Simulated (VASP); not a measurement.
Consider the following.

```
CELL_PARAMETERS angstrom
      0.00000     2.90004     2.90004
      2.90004     0.00000     2.90004
      2.90004     2.90004     0.00000
ATOMIC_POSITIONS crystal
  Al 0.25000 0.25000 0.25000
  Al 0.75000 0.75000 0.75000
  Pt 0.00000 0.00000 0.00000
```

Method: PBE GGA, VASP's PBE PAW potentials (set 64) (plane waves; VASP 6.6.1). Settings: 300 eV cut-off, 13×13×13 Γ-centred mesh, Fermi-Dirac smearing of 0.10 eV, potentials Al Pt.

Problem. Give the energies of bands 1 to 11 at the high-symmetry points, in eV from the Fermi level.

Solution. 
| band | Γ | X | U | L | W |
|---|---|---|---|---|---|
| 1 | -10.66 | -6.63 | -6.77 | -8.24 | -6.29 |
| 2 | -5.38 | -6.41 | -6.16 | -6.36 | -6.29 |
| 3 | -5.38 | -6.02 | -5.90 | -5.04 | -5.66 |
| 4 | -5.38 | -4.01 | -4.56 | -5.04 | -5.45 |
| 5 | -3.96 | -4.01 | -4.21 | -3.91 | -4.01 |
| 6 | -3.96 | -3.61 | -3.89 | -3.70 | -3.46 |
| 7 | 3.38 | -3.40 | -3.21 | -3.70 | -2.92 |
| 8 | 3.85 | -1.73 | -2.10 | 1.00 | -2.92 |
| 9 | 3.85 | -1.73 | -0.67 | 1.00 | -0.94 |
| 10 | 3.85 | 3.45 | 3.51 | 3.87 | 5.44 |
| 11 | 5.72 | 3.53 | 5.59 | 5.39 | 5.44 |

It has no gap at this level: it comes out as a metal or semimetal.

The structure is a typed PtAl2 crystal. The cell was not relaxed at this level.
